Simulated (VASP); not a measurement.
Output of a VASP run:

OUTCAR:
```
 ion  position               nearest neighbor table
   1  0.000  0.000  0.000-
  LATTYP: Found a face centered cubic cell.
 ALAT       =     3.4409888964
 Subroutine PRICEL returns:
 Original cell was already a primitive cell.
 Subroutine GETGRP returns: Found 48 space group operations
The static configuration has the point symmetry O_h .
The dynamic configuration has the point symmetry O_h .
The overall configuration has the point symmetry O_h .
 Subroutine INISYM returns: Found 48 space group operations
 Subroutine IBZKPT returns following result:
 Found    145 irreducible k-points:

 Following reciprocal coordinates:
            Coordinates               Weight
  0.000000  0.000000  0.000000      1.000000
  0.062500  0.000000  0.000000      8.000000
  0.125000  0.000000  0.000000      8.000000
  0.187500  0.000000  0.000000      8.000000
  0.250000  0.000000  0.000000      8.000000
  0.312500  0.000000  0.000000      8.000000
  0.375000  0.000000  0.000000      8.000000
  0.437500  0.000000  0.000000      8.000000
  0.500000  0.000000  0.000000      4.000000
  0.062500  0.062500  0.000000      6.000000
  0.125000  0.062500  0.000000     24.000000
  0.187500  0.062500  0.000000     24.000000
  0.250000  0.062500  0.000000     24.000000
  0.312500  0.062500  0.000000     24.000000
  0.375000  0.062500  0.000000     24.000000
  0.437500  0.062500  0.000000     24.000000
  0.500000  0.062500  0.000000     24.000000
 -0.437500  0.062500  0.000000     24.000000
 -0.375000  0.062500  0.000000     24.000000
 -0.312500  0.062500  0.000000     24.000000
 -0.250000  0.062500  0.000000     24.000000
 -0.187500  0.062500  0.000000     24.000000
 -0.125000  0.062500  0.000000     24.000000
 -0.062500  0.062500  0.000000     12.000000
  0.125000  0.125000  0.000000      6.000000
  0.187500  0.125000  0.000000     24.000000
  0.250000  0.125000  0.000000     24.000000
  0.312500  0.125000  0.000000     24.000000
  0.375000  0.125000  0.000000     24.000000
  0.437500  0.125000  0.000000     24.000000
  0.500000  0.125000  0.000000     24.000000
 -0.437500  0.125000  0.000000     24.000000
 -0.375000  0.125000  0.000000     24.000000
 -0.312500  0.125000  0.000000     24.000000
 -0.250000  0.125000  0.000000     24.000000
 -0.187500  0.125000  0.000000     24.000000
 -0.125000  0.125000  0.000000     12.000000
  0.187500  0.187500  0.000000      6.000000
  0.250000  0.187500  0.000000     24.000000
  0.312500  0.187500  0.000000     24.000000
   k-points           NKPTS =    145   k-points in BZ     NKDIM =    145   number of bands    NBANDS=      9
   number of dos      NEDOS =    301   number of ions     NIONS =      1
   total plane-waves  NPLWV =   5832
   dimension x,y,z NGX =    18 NGY =   18 NGZ =   18
   dimension x,y,z NGXF=    36 NGYF=   36 NGZF=   36
   ions per type =               1
   PREC   = accura    normal or accurate (medium, high low for compatibility)
   ISTART =      0    job   : 0-new  1-cont  2-samecut
   ICHARG =      2    charge: 1-file 2-atom 10-const
   ISPIN  =      2    spin polarized calculation?
   LNONCOLLINEAR =      F non collinear calculations
   LSORBIT =      F    spin-orbit coupling
   INIWAV =      1    electr: 0-lowe 1-rand  2-diag
   ENCUT  =  480.0 eV  35.28 Ry    5.94 a.u.   4.35  4.35  4.35*2*pi/ulx,y,z
   NELM   =    100;   NELMIN=  2; NELMDL= -5     # of ELM steps
   EDIFF  = 0.1E-06   stopping-criterion for ELM
   LREAL  =      F    real-space projection
   NLSPLINE    = F    spline interpolate recip. space projectors
   LMAXMIX     =    4 max onsite mixed and CHGCAR
   VOSKOWN=      0    Vosko Wilk Nusair interpolation
   EDIFFG = -.1E-01   stopping-criterion for IOM
   NSW    =     40    number of steps for IOM
   NBLOCK =      1;   KBLOCK =     40    inner block; outer block
   IBRION =      2    ionic relax: 0-MD 1-quasi-New 2-CG
...
```

File OSZICAR:
```
       N       E                     dE             d eps       ncg     rms          rms(c)
DAV:   1     0.198123614677E+02    0.19812E+02   -0.46650E+03  5468   0.138E+03
DAV:   2    -0.610100387304E+01   -0.25913E+02   -0.24813E+02  5282   0.157E+02
DAV:   3    -0.645591450797E+01   -0.35491E+00   -0.35454E+00  6067   0.246E+01
DAV:   4    -0.645917812497E+01   -0.32636E-02   -0.32633E-02  5770   0.203E+00
DAV:   5    -0.645926733233E+01   -0.89207E-04   -0.89206E-04  6058   0.296E-01    0.106E+01
DAV:   6    -0.572092723591E+01    0.73834E+00   -0.15208E+01  5477   0.644E+01    0.542E+00
DAV:   7    -0.546106116198E+01    0.25987E+00   -0.22374E+00  5525   0.235E+01    0.215E+00
DAV:   8    -0.544302961052E+01    0.18032E-01   -0.22108E-02  7351   0.174E+00    0.969E-01
DAV:   9    -0.544095045577E+01    0.20792E-02   -0.13502E-03  7654   0.360E-01    0.255E-01
DAV:  10    -0.544049811175E+01    0.45234E-03   -0.56572E-04  6663   0.198E-01    0.387E-02
DAV:  11    -0.544050411235E+01   -0.60006E-05   -0.14287E-05  6709   0.521E-02    0.283E-02
DAV:  12    -0.544050497250E+01   -0.86014E-06   -0.12791E-06  6536   0.147E-02    0.545E-03
DAV:  13    -0.544050506060E+01   -0.88107E-07   -0.33107E-07  5282   0.711E-03
   1 F= -.44868957E+01 E0= -.44869353E+01  d E =-.448690E+01  mag=     0.5834
```

File OUTCAR:
```
------------------------ aborting loop because EDIFF is reached ----------------------------------------
  FORCE on cell =-STRESS in cart. coord.  units (eV):
  Direction    XX          YY          ZZ          XY          YZ          ZX
  --------------------------------------------------------------------------------------
  Total        0.9515697      0.9515697      0.9515697      0.0000000      0.0000000      0.0000000
  in kB      149.6791721    149.6791721    149.6791721      0.0000000      0.0000000      0.0000000
  external PRESSURE =      -0.3208279 kB  Pullay stress =     150.0000000 kB
  volume of cell :       10.19
      direct lattice vectors                 reciprocal lattice vectors
     0.000000000  1.720494448  1.720494448    -0.290614132  0.290614132  0.290614132
     1.720494448  0.000000000  1.720494448     0.290614132 -0.290614132  0.290614132
     1.720494448  1.720494448  0.000000000     0.290614132  0.290614132 -0.290614132
 POSITION                                       TOTAL-FORCE (eV/Angst)
 -----------------------------------------------------------------------------------
      0.00000      0.00000      0.00000         0.000000     -0.000000     -0.000000
 -----------------------------------------------------------------------------------
    total drift:                                0.000000     -0.000000      0.000000
  FREE ENERGIE OF THE ION-ELECTRON SYSTEM (eV)
  ---------------------------------------------------
  free  energy   TOTEN  =        -5.4405050606 eV

  energy  without entropy=       -5.4406237422  energy(sigma->0) =       -5.44054462
  enthalpy is  TOTEN    =        -4.4868957142 eV   P V=        0.9536093464

 total charge

# of ion       s       p       d       tot
------------------------------------------
    1        0.526   0.559   8.350   9.436

 magnetization (x)

# of ion       s       p       d       tot
------------------------------------------
    1       -0.007  -0.025   0.621   0.589

 reached required accuracy - stopping structural energy minimisation
```
(Selected blocks of OUTCAR.)

### POSCAR
```
Ni
1
   -0.0000000000     1.7204944482     1.7204944482
    1.7204944482     0.0000000000     1.7204944482
    1.7204944482     1.7204944482     0.0000000000
Ni
1
Direct
  0.0000000000   0.0000000000   1.0000000000
```

Q: Reconstruct the remaining input files.

A: One answer among several that fit: the input of the run itself, PBE GGA, plane waves, VASP's PBE PAW potentials (set 64).

File KPOINTS:
```
Automatic
0
G
  16 16 16
```

INCAR:
```
SYSTEM = Ni
PREC = Accurate
ENCUT = 480
EDIFF = 1E-7
NELM = 100
ALGO = Normal
LREAL = .FALSE.
LASPH = .TRUE.
ISMEAR = 1
SIGMA = 0.1
GGA = PE
LMAXMIX = 4
ISPIN = 2
MAGMOM = 0.6
LORBIT = 10
LWAVE = .FALSE.
LCHARG = .FALSE.
ISIF = 3
IBRION = 2
NSW = 40
EDIFFG = -0.01
PSTRESS = 150
```

POTCAR, in this order: Ni (PBE.64 set). Program: vasp_std.

The compound is Ni in the fcc structure. It was relaxed first under an external pressure of 15 GPa.
